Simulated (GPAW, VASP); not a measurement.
Given: the input of a run of GPAW 26.7.0 (ASE script) on BiTe. Atoms were shifted at random by some hundredths of an Å from the given cell, which wasn't relaxed again for these runs. The cell comes from a database or a generator and needn't be the stable form of this composition.

run.py

```python
from ase import Atoms
from ase.dft.bandgap import bandgap
from ase.io import write
from ase.units import GPa
from gpaw import GPAW, PW

atoms = Atoms(['Bi', 'Te'],
              cell=[[2.4227077728, 1.3987509848, 3.3172919545],
                    [-2.4227077728, 1.3987509848, 3.3172919545],
                    [0.0, -2.7975019696, 3.3172919545]],
              scaled_positions=[[0.504488, 0.499858, 0.497606],
                                [-0.005495, 0.00737, 0.004728]],
              pbc=True)

calc = GPAW(mode=PW(600),
            xc='PBE',
            kpts={'size': (7, 7, 7), 'gamma': True},
            occupations={'name': 'fermi-dirac', 'width': 0.05},
            nbands=20,
            convergence={'density': 1e-05, 'energy': 1e-05},
            maxiter=150,
            txt='gpaw.txt')
atoms.calc = calc
energy = atoms.get_potential_energy()
forces = atoms.get_forces()
stress = atoms.get_stress()
calc.write('gs.gpw')
write('result.traj', atoms)
print(f'Energy: {energy:.6f} eV')
print('Forces (eV/A):')
print(forces.round(4))
print('Stress (GPa):', (stress / GPa).round(3))
print('Fermi level:', round(calc.get_fermi_level(), 4), 'eV')
print(f'Gap: {bandgap(calc)[0]:.4f} eV, direct: {bandgap(calc, direct=True)[0]:.4f} eV')
```

Potentials or basis: GPAW PAW data sets (gpaw-data 1.2.1), pw.

The run is started by

```console
$ OMP_NUM_THREADS=1 python run.py
```

Question: Set up the same calculation for VASP 6.6.1. Potentials or basis there: PBE PAW files Bi_d, Te, 520 eV.

Answer: As run (cutoffs and basis follow the program's own potentials, and thresholds, step limits or extra output files can differ):

INCAR

```
SYSTEM = BiTe
PREC = Accurate ; ENCUT = 520
EDIFF = 1E-7 ; ISMEAR = -1
SIGMA = 0.05 ; LREAL = .FALSE.
LASPH = .TRUE. ; NELM = 60
ALGO = Normal ; ISIF = 2
LWAVE = .FALSE. ; LCHARG = .FALSE.
GGA = PE ; NBANDS = 18
```

KPOINTS

```
regular mesh
0
G
  7 7 7
  0 0 0
```

File POSCAR:

```
BiTe
1.0
    2.4227077728      1.3987509848      3.3172919545
   -2.4227077728      1.3987509848      3.3172919545
    0.0000000000     -2.7975019696      3.3172919545
Bi Te
1 1
Direct
    0.5044880000      0.4998580000      0.4976060000
   -0.0054950000      0.0073700000      0.0047280000
```

Potentials or basis: VASP PAW PBE potentials, release 64 (Bi_d, Te).

Launch:

```sh
$ cat potpaw_PBE.64/Bi_d/POTCAR potpaw_PBE.64/Te/POTCAR > POTCAR
$ mpirun -np 1 vasp_std > vasp.out
```

Both were run:

|  | GPAW | VASP |
| --- | --- | --- |
| Pressure | 0.0 GPa | 0.1 GPa |
| Largest force | 0.092 eV/Å | 0.095 eV/Å |

Pressure is positive in compression.
